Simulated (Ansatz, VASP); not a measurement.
## Cross-check of AsN (rocksalt type (invented)) between VASP and Ansatz

Wanted: the spread between two codes on one cell, functional and k mesh. The cell is generated by rule, not measured, and may not be a known phase. The cell is taken from a series of runs on this material, whose earlier steps may have relaxed, scaled, displaced or heated it; both programs get it as it stands.

Method: plane waves, with VASP 6.6.1 beside it; relaxation of cell and atoms at LDA and zone-centre phonons at LDA, in Ansatz 0.2.0.

## 1. Set-up

Symmetry: Fm-3m, No. 225, cubic system. The conventional cell has a = 4.509 Å, b = 4.509 Å, c = 4.509 Å, α = 90.00°, β = 90.00°, γ = 90.00°. Nearest to As lie 6 N at 2.25 Å. Nearest to N lie 6 As at 2.25 Å. Farther neighbours and most contacts between anions are not listed.

As a file:

```cif
data_structure
_symmetry_space_group_name_H-M 'P 1'
_symmetry_Int_Tables_number 1
_cell_length_a 3.1881
_cell_length_b 3.1881
_cell_length_c 3.1881
_cell_angle_alpha 60.000
_cell_angle_beta 60.000
_cell_angle_gamma 60.000
_cell_volume 22.91
loop_
_atom_site_label
_atom_site_type_symbol
_atom_site_fract_x
_atom_site_fract_y
_atom_site_fract_z
_atom_site_occupancy
As1 As 0.00000 0.00000 0.00000 1
N2 N 0.50000 0.50000 0.50000 1
```

## 2. VASP: relaxation of cell and atoms, LDA, pair 1

The relaxed volume is the usual yardstick between codes: in a stiff, nearly cubic crystal its relative difference is about their pressure difference at one cell divided by the bulk modulus.

Lines of VASP's logs that name or quote its potential files are left out, and so is its time.

INCAR

```
SYSTEM = AsN
PREC = Accurate
ENCUT = 600
EDIFF = 1E-07
NELM = 120
ISMEAR = 0
SIGMA = 0.02
LREAL = .FALSE.
ALGO = Normal
GGA = CA
NBANDS = 11
LORBIT = 11
LWAVE = .FALSE.
LCHARG = .FALSE.
ISIF = 3
IBRION = 2
NSW = 80
EDIFFG = -0.005
LASPH = .TRUE.
GGA_COMPAT = .FALSE.
NELMIN = 4
EFERMI = MIDGAP
KPAR = 2
```

POSCAR

```
AsN
1.0
    0.0000000000      2.2543330000      2.2543330000
    2.2543330000      0.0000000000      2.2543330000
    2.2543330000      2.2543330000      0.0000000000
As N
1 1
Direct
    0.0000000000      0.0000000000      0.0000000000
    0.5000000000      0.5000000000      0.5000000000
```

KPOINTS

```
Automatic mesh
0
Gamma
10 10 10
0 0 0
```

The projector-augmented-wave data sets are As and N (LDA family, release 64).

Started as:

```sh
> mpirun -np 2 vasp_std
```

Numbers of over 12 decimals in the logs are rounded to 6 here.

Log:

```text
[banner, memory and clock lines left out]
running    2 mpi-ranks, on    1 nodes
 distrk:  each k-point on    1 cores,    2 groups
 distr:  one band on    1 cores,    1 groups

 POSCAR found type information on POSCAR AsN
 POSCAR found :  2 types and       2 ions
 LDA part: xc-table for (Slater(with rela. corr.)+CA(PZ))
 , standard interpolation
 POSCAR, INCAR and KPOINTS ok, starting setup
 FFT: planning ... GRIDC
 FFT: planning ... GRID_SOFT
 FFT: planning ... GRID
 WAVECAR not read
 entering main loop
       N       E                     dE             d eps       ncg     rms          rms(c)
DAV:   1     0.210491252971E+02    0.21049E+02   -0.55943E+03  1042   0.922E+02
DAV:   2    -0.130649192110E+02   -0.34114E+02   -0.32409E+02  1328   0.155E+02
DAV:   3    -0.141318649307E+02   -0.10669E+01   -0.10633E+01  1266   0.246E+01
DAV:   4    -0.141345301408E+02   -0.26652E-02   -0.26651E-02  1153   0.146E+00
DAV:   5    -0.141345356490E+02   -0.55082E-05   -0.55082E-05  1211   0.639E-02    0.798E+00
DAV:   6    -0.129568172263E+02    0.11777E+01   -0.14180E+01  1058   0.180E+01    0.393E+00
DAV:   7    -0.128433439592E+02    0.11347E+00   -0.95749E-01  1115   0.548E+00    0.253E+00
DAV:   8    -0.128359532322E+02    0.73907E-02   -0.76040E-02  1079   0.250E+00    0.106E+00
DAV:   9    -0.128315744659E+02    0.43788E-02   -0.11368E-02  1142   0.716E-01    0.182E-01
DAV:  10    -0.128314939825E+02    0.80483E-04   -0.37256E-04  1124   0.154E-01    0.350E-02
DAV:  11    -0.128314906863E+02    0.32963E-05   -0.69439E-06  1136   0.203E-02    0.814E-03
DAV:  12    -0.128314906989E+02   -0.12596E-07   -0.74887E-08   834   0.195E-03
   1 F= -.12831491E+02 E0= -.12831491E+02  d E =-.128315E+02
 curvature:   0.00 expect dE= 0.000E+00 dE for cont linesearch  0.000E+00
 trial: gam= 0.00000 g(F)=  0.429E-60 g(S)=  0.106E-02 ort = 0.000E+00 (trialstep = 0.100E+01)
 search vector abs. value=  0.106E-02
 bond charge predicted
       N       E                     dE             d eps       ncg     rms          rms(c)
DAV:   1    -0.128333969918E+02   -0.19063E-02   -0.51189E-02  1040   0.175E+00    0.309E-01
DAV:   2    -0.128318775052E+02    0.15195E-02   -0.13831E-02  1079   0.595E-01    0.108E-01
DAV:   3    -0.128316053145E+02    0.27219E-03   -0.12248E-03  1061   0.192E-01    0.632E-02
DAV:   4    -0.128315118723E+02    0.93442E-04   -0.25730E-04  1043   0.989E-02    0.183E-02
DAV:   5    -0.128315107883E+02    0.10841E-05   -0.71552E-06  1112   0.166E-02    0.105E-02
DAV:   6    -0.128315106602E+02    0.12805E-06   -0.50033E-07  1079   0.543E-03    0.148E-03
DAV:   7    -0.128315106597E+02    0.48783E-09   -0.90202E-09   562   0.620E-04
   2 F= -.12831511E+02 E0= -.12831511E+02  d E =-.199609E-04
 trial-energy change:   -0.000020  1 .order   -0.000018   -0.001057    0.001021
 step:   0.5088(harm=  0.5088)  dis= 0.00000  next Energy=   -12.831760 (dE=-0.269E-03)
 bond charge predicted
       N       E                     dE             d eps       ncg     rms          rms(c)
DAV:   1    -0.128322161188E+02   -0.70546E-03   -0.12355E-02  1040   0.864E-01    0.152E-01
DAV:   2    -0.128318486702E+02    0.36745E-03   -0.32856E-03  1079   0.291E-01    0.528E-02
DAV:   3    -0.128317839908E+02    0.64679E-04   -0.28497E-04  1061   0.934E-02    0.311E-02
DAV:   4    -0.128317614678E+02    0.22523E-04   -0.61683E-05  1034   0.483E-02    0.887E-03
DAV:   5    -0.128317612049E+02    0.26284E-06   -0.17642E-06  1109   0.819E-03    0.510E-03
DAV:   6    -0.128317611752E+02    0.29745E-07   -0.11557E-07   631   0.269E-03
   3 F= -.12831761E+02 E0= -.12831761E+02  d E =-.270476E-03
 curvature:  -0.25 expect dE=-0.431E-10 dE for cont linesearch -0.431E-10
 trial: gam=-0.00040 g(F)=  0.247E-60 g(S)=  0.170E-09 ort = 0.423E-06 (trialstep = 0.902E+00)
 search vector abs. value=  0.100E-09
 reached required accuracy - stopping structural energy minimisation
```

From OUTCAR (step 2):

```text
ion  position               nearest neighbor table
   1  0.000  0.000  0.000-   2 2.25   2 2.25   2 2.25   2 2.25   2 2.25   2 2.25
   2  0.500  0.500  0.500-   1 2.25   1 2.25   1 2.25   1 2.25   1 2.25   1 2.25

  LATTYP: Found a face centered cubic cell.
 ALAT       =     4.5086660000

 Subroutine GETGRP returns: Found 48 space group operations
 (whereof 48 operations were pure point group operations)

The static configuration has the point symmetry O_h .

 Found     47 irreducible k-points:

   k-points           NKPTS =     47   k-points in BZ     NKDIM =     47   number of bands    NBANDS=     11

   dimension x,y,z NGX =    28 NGY =   28 NGZ =   28
   dimension x,y,z NGXF=    56 NGYF=   56 NGZF=   56

   ENCUT  =  600.0 eV  44.10 Ry    6.64 a.u.   6.37  6.37  6.37*2*pi/ulx,y,z

   NELECT =      10.0000    total number of electrons

 k-points in reciprocal lattice and weights: Automatic mesh
   0.00000000  0.00000000  0.00000000       0.001
   0.10000000  0.00000000  0.00000000       0.008
   0.20000000  0.00000000  0.00000000       0.008
   0.30000000  0.00000000  0.00000000       0.008
   0.40000000  0.00000000  0.00000000       0.008
   0.50000000  0.00000000  0.00000000       0.004
   0.10000000  0.10000000  0.00000000       0.006
   0.20000000  0.10000000  0.00000000       0.024
   0.30000000  0.10000000  0.00000000       0.024
[...]
-0.30000000  0.40000000  0.20000000       0.024
  -0.30000000  0.50000000  0.20000000       0.012

 average (electrostatic) potential at core
       1 -51.1356       2 -60.9407

 E-fermi :   8.5515

 k-point     1 :       0.0000    0.0000    0.0000
  band No.  band energies     occupation
      1     -10.7045      2.00000
      2       2.8173      2.00000
      3       5.2033      2.00000
      4       5.2033      2.00000
      5       5.2033      2.00000
      6      13.8984      0.00000
      7      13.8984      0.00000
      8      13.8984      0.00000
      9      17.4966      0.00000
     10      17.4966      0.00000
    ...

 k-point     2 :       0.1000    0.0000    0.0000
  band No.  band energies     occupation
      1     -10.5198      2.00000
      2       1.8573      2.00000
      3       5.2074      2.00000
      4       5.2074      2.00000
      5       5.8543      2.00000
      6      13.1190      0.00000
      7      13.2832      0.00000
      8      13.2832      0.00000
      9      17.2007      0.00000
     10      17.9203      0.00000
    ...

 k-point     3 :       0.2000    0.0000    0.0000
  band No.  band energies     occupation
      1      -9.9724      2.00000
      2       0.0629      2.00000
      3       5.2364      2.00000
      4       5.2364      2.00000
      5       6.7434      2.00000
      6      11.7120      0.00000
      7      12.0247      0.00000
      8      12.0247      0.00000
      9      17.0738      0.00000
     10      19.0195      0.00000
    ...

  Total        0.0000484      0.0000484      0.0000484     -0.0000000      0.0000000     -0.0000000
  in kB        0.0033694      0.0033694      0.0033694     -0.0000000      0.0000000     -0.0000000
  external PRESSURE =       0.0033694 kB  Pullay stress =       0.0000000 kB

  energy-cutoff  :      600.00
  volume of cell :       23.02
      direct lattice vectors                 reciprocal lattice vectors
    -0.000000000  2.257677560  2.257677560    -0.221466523  0.221466523  0.221466523
     2.257677560  0.000000000  2.257677560     0.221466523 -0.221466523  0.221466523
     2.257677560  2.257677560 -0.000000000     0.221466523  0.221466523 -0.221466523

 POSITION                                       TOTAL-FORCE (eV/Angst)
 -----------------------------------------------------------------------------------
      0.00000      0.00000     -0.00000        -0.000000     -0.000000     -0.000000
      2.25768      2.25768      2.25768         0.000000      0.000000      0.000000
 -----------------------------------------------------------------------------------
    total drift:                                0.000000      0.000000      0.000000

  FREE ENERGIE OF THE ION-ELECTRON SYSTEM (eV)
  ---------------------------------------------------
  free  energy   TOTEN  =       -12.8317611752 eV

  energy  without entropy=      -12.8317611752  energy(sigma->0) =      -12.83176118

 reached required accuracy - stopping structural energy minimisation

 total charge
# of ion       s       p       d       tot
------------------------------------------
    1        1.431   1.049   0.115   2.595
    2        1.289   2.250   0.000   3.539
--------------------------------------------------
tot          2.720   3.299   0.115   6.134

[... 3 further parts left out ...]
```

CONTCAR:

```
AsN
   1.00000000000000
    -0.0000000000000000    2.2576775601410106    2.2576775601410106
     2.2576775601410106    0.0000000000000000    2.2576775601410106
     2.2576775601410106    2.2576775601410106   -0.0000000000000000
  As              N
     1     1
Direct
     0.0000000000000000    0.0000000000000000    0.0000000000000000
     0.5000000000000000    0.5000000000000000    0.5000000000000000
```

## 3. Ansatz: relaxation of cell and atoms, LDA, pair 1

Ansatz runs on its default PAW (the set named soft_2) files.

The same cell, functional (in two slightly different forms), mesh and smearing now go to Ansatz, which takes its cutoff from its data sets.

input.yaml

```yaml
crystal:
  lattice:
    - [0.0, 2.2543332269, 2.2543332269]
    - [2.2543332269, 0.0, 2.2543332269]
    - [2.2543332269, 2.2543332269, 0.0]
  atoms:
    - { symbol: As, position: [0.0, 0.0, 0.0] }
    - { symbol: "N", position: [0.5, 0.5, 0.5] }
kpoints:
  mp_grid: { grid: [10, 10, 10] }
hamiltonian:
  xc: lda
scf:
  occupations: { method: gaussian, width: 0.02 }
output:
  forces: true
  stress: true
  eigenvalues: true
relax:
  adjacent_minimum: "off"
  f_tol: 0.005
  max_steps: 80
  cell: { stress_tol: 0.05 }
```

Started as:

```sh
> ansatz run input.yaml --threads 2 --pin off --max-ram 5120MiB --backend cpu --events-out ev --progress --plain --runs-dir out
```

Log:

```text
Engine: ansatz 0.2.0, aarch64-unknown-linux-gnu
Pseudopotentials: kind: paw
Pseudopotential: As, paw, valence charge 15, recommended cutoff 420 eV (normal), As.paw.azcp
Pseudopotential: N, paw, valence charge 5, recommended cutoff 420 eV (normal), N.paw.azcp
Functional definition: SPW92
  exchange = slater_x
  correlation = pw_c
Crystal: 2 atoms, lattice volume = 22.913 Å³
Basis set: ecut = 420 eV, 459 PW (Γ)
Bands: 14, of which v1, the nominal top of the filled ones, is band 10 counted from 1 (9 counted from 0)
Symmetry: 48 space group operations
Space group: Fm-3m (ITA 225), of the structure as read, at distance tolerance 2.8e-5 Å
k-points: 47 of 1000
Non-local potential: As, projectors of the file, l = 0: 2, l = 1: 2, l = 2: 3, l = 3: 1
Non-local potential: N, projectors of the file, l = 0: 2, l = 1: 2, l = 2: 1
PAW form: soft (Blöchl's): semilocal exchange-correlation on the pseudo side does not see the compensation charge
PAW frozen core: As, regenerated for the run's functional, and the local potential with it (the file was generated under x = pbe(κ = 0.804, μ = 0.219515), c = pbe(β = 0.066725))
PAW frozen core: N, regenerated for the run's functional, and the local potential with it (the file was generated under x = pbe(κ = 0.804, μ = 0.219515), c = pbe(β = 0.066725))
PAW one-centre angular grid: As, 590 points (default); XC on 64 Gauss nodes
PAW one-centre angular grid: N, 110 points (default); XC on 64 Gauss nodes
Initial density: superposition of atomic densities (neutral atoms: chi_scale 0, normalization atom), corrected by the library's trained network
Initial wavefunctions: pseudopotential atomic-orbital guess
Functional: x = slater, c = lda
SCF iter   1: F=—  HF=-5145.849145 eV  |F-HF|=—  |Δ(HF+E_count)|=         —  Δρ=1.26e-2  dr2=4.30e-2  ethr=1.77e-3  ⟨swp⟩=5.5  Hψ=3305  notcnv=0
preconditioner: auto → none  [insulator: Δε(μ)=0.223 eV  Ē_g=12.754 eV  σ=0.020 eV  W_gap=1.00  n_scr=8 (ndim 8)  ℏωp=24.5 eV  f_vac=0.000  D(μ)=0.00/eV (n_scr^D=0)  ε∞_Penn≈4.7]
SCF iter   2: F=—  HF=-5145.841263 eV  |F-HF|=—  |Δ(HF+E_count)|=   7.88e-3  Δρ=6.16e-3  dr2=1.07e-2  ethr=2.15e-4  ⟨swp⟩=1.9  Hψ=1118  notcnv=0
SCF iter   3: F=—  HF=-5145.838720 eV  |F-HF|=—  |Δ(HF+E_count)|=   2.54e-3  Δρ=4.70e-4  dr2=3.50e-5  ethr=5.35e-5  ⟨swp⟩=2.1  Hψ=899  notcnv=0
SCF iter   4: F=—  HF=-5145.838705 eV  |F-HF|=—  |Δ(HF+E_count)|=   1.57e-5  Δρ=1.42e-4  dr2=2.62e-6  ethr=1.75e-7  ⟨swp⟩=2.0  Hψ=1077  notcnv=0
iter 5 did not close the SCF: its close was put off for the readings that it lacked (scf_convergence_deferred on its scf_iter line)
SCF iter   5: F=-5145.838704 eV  HF=-5145.838704 eV  |F-HF|=1.19e-9  |Δ(HF+E_count)|=   4.61e-7  Δρ=3.16e-5  dr2=7.43e-8  ethr=1.31e-8  ⟨swp⟩=2.0  Hψ=1121  notcnv=0
SCF iter   6: F=-5145.838704 eV  HF=-5145.838704 eV  |F-HF|=2.21e-9  |Δ(HF+E_count)|=   2.50e-8  Δρ=2.22e-6  dr2=7.15e-10  ethr=3.71e-10  ⟨swp⟩=2.0  Hψ=2273  notcnv=0
SCF 1 converged in 6 iterations: F = -5145.838704 eV  dr2 = 7.15e-10
  greatest PAW one-centre occupation: 1.000 electrons in one spin orbital (limit 2), on the As atom at site 0 (counted from 0), in its partial waves of l = 2
relax step   1: F+E_penalty+E_count = -5145.83870408 eV  Δ(F+E_penalty+E_count) = +0.000e0 eV  max|allowed force component| = 2.021e-30 eV/Å  Δτ_max = 0.0000 Å  P = +0.458 GPa  Ω = 22.913 Å³  (6 SCF iters, dr2 threshold 1.00e-7 eV, accepted)
[...]
relax step   2: F+E_penalty+E_count = -5145.83858782 eV  Δ(F+E_penalty+E_count) = +1.163e-4 eV  max|allowed force component| = 1.841e-30 eV/Å  Δτ_max = 0.0000 Å  P = -0.016 GPa  Ω = 22.969 Å³  energy of the carried Pulay correction = -1.935e-4 eV  (6 SCF iters, dr2 threshold 2.00e-7 eV, accepted)
[...]
relax step   3: F+E_penalty+E_count = -5145.83878185 eV  Δ(F+E_penalty+E_count) = -1.940e-4 eV  max|allowed force component| = 2.580e-30 eV/Å  Δτ_max = 0.0000 Å  P = -0.005 GPa  Ω = 22.969 Å³  stress off target by 4.55e-3 GPa  SCF on the basis re-selected at this cell (its energy is not comparable with the rows above)  (8 SCF iters)
basis re-selected at this cell: Δ(F+E_penalty+E_count) = -1.940e-4 eV, ΔP = +0.011 GPa vs the last step (what re-selecting the basis moved, of the pressure what is left beyond the Pulay correction that the steps carried, after the strain that the cell walked since its last selection, with what the two solves' SCF thresholds leave and, on support functions, any second-order correction that the steps lacked; it is no m [...]
SCF converged after 8 iterations
Free energy (F): -5145.838782 eV
Harris-Foulkes:  -5145.838782 eV  (|F-HF|=1.82e-12)
Internal energy: -5145.838782 eV  (E = F + TS)
E sigma→0 (E₀):  -5145.838782 eV
Fermi energy:    14.183861 eV
--- Per-component energies (eV) ---
  E_band       = -170.003754
  E_kinetic    = 230.277163
  E_local      = -1488.379574  (includes V_loc(G=0)·N_el)
  E_nonlocal   = -617.877942
  E_hartree    = 825.778440
  E_xc         = -139.000631
  E_vxc        = -156.133266  (∫ρ·V_xc dr)
  E_paw        = -1869.092323  (= ΣΔE_a)
  E_vpaw       = 210.552895  (= ΣTr[D̂ρ^β])
  E_aug_tail   = 0.000090  (compensation charges beyond the density's cutoff)
  E_ewald      = -2089.699278
  E_core_change = 2.155274  (= ΣΔE_core)
  E_smearing   = -0.000000  (= −TS)
  E_closure    = -0.000000  (closes the sum)
  Σ components = -5145.838782   (vs F -5145.838782, Δ=0.00e0)
--- Forces (eV/Å), atoms counted from 1 ---
  atom   1  As    -0.00000000     0.00000000    -0.00000000
  atom   2  N      0.00000000    -0.00000000     0.00000000
  max |Σ_I F_I| component: 4.57e-30 eV/Å
--- Stress (GPa, compression-positive) ---
       -0.004548      -0.000000      -0.000000
       -0.000000      -0.004548      -0.000000
       -0.000000      -0.000000      -0.004548
  P = ⅓ Tr σ = -0.0045 GPa (-0.045 kbar)
--- Band table (eV; the first three rows and the last of 47) ---
  k-point 0: bands = [... 6 lower, 8.4310, 10.8375, 10.8375, 10.8375, 19.5404, 19.5404, 19.5404, 23.2555]
  k-point 1: bands = [... 6 lower, 7.4737, 10.8421, 10.8421, 11.4859, 18.7610, 18.9280, 18.9280, 22.9264]
  k-point 2: bands = [... 6 lower, 5.6797, 10.8718, 10.8718, 12.3744, 17.3500, 17.6706, 17.6706, 22.7816]
  k-point 46: bands = [... 6 lower, 3.0981, 5.5704, 6.6076, 12.2516, 16.4181, 19.1180, 19.7161, 23.0892]
--- Relaxed structure (2 steps of the walk, 2 accepted, 1 SCFs on fresh bases) ---
  F+E_penalty+E_count = -5145.83878185 eV   max|allowed force component| = 2.580e-30 eV/Å   (the final SCF, on the basis selected at the relaxed cell)
  cell:  # Å, volume = 22.9692 Å³
    - [0, 2.256169, 2.256169]
    - [2.256169, 0, 2.256169]
    - [2.256169, 2.256169, 0]
  atoms:
    - { symbol: As, position: [0, 0, 0] }
    - { symbol: N, position: [0.5, 0.5, 0.5] }
```

## 4. Differences

Known differences besides the potentials themselves: the two LDA forms differ slightly; the data sets hold 20 valence electrons in Ansatz (on its default PAW (the set named soft_2) files) and 10 in VASP; the cutoff is 420 eV in Ansatz and 600 eV in VASP; VASP's log shows a relativistic correction to its local exchange, Ansatz's none; Ansatz adds a Pulay correction to the stress that steers its cell, VASP none. Total energies have different zeros and are not compared.

The two programs side by side:

```tsv
quantity	Ansatz	VASP	difference
volume (Å³)	22.97	23.02	-0.20 %
edge a after relaxation, in the typed setting (Å)	3.191	3.193	-0.07 %
```

(Continued in part 2 of 2.)

[Lines on the potential files, build, host, timing and source positions are cut from VASP's logs without a mark.]

[Logs are printed without paths, hosts, clocks, repeated set-up lines and the standing remarks that a program may print on its own settings, such as how far it seeks lower states.]

[Hosts, paths, dates, database ids (printed as entryN), source tags and the programs' standing remarks are cut or masked in the printed files.]
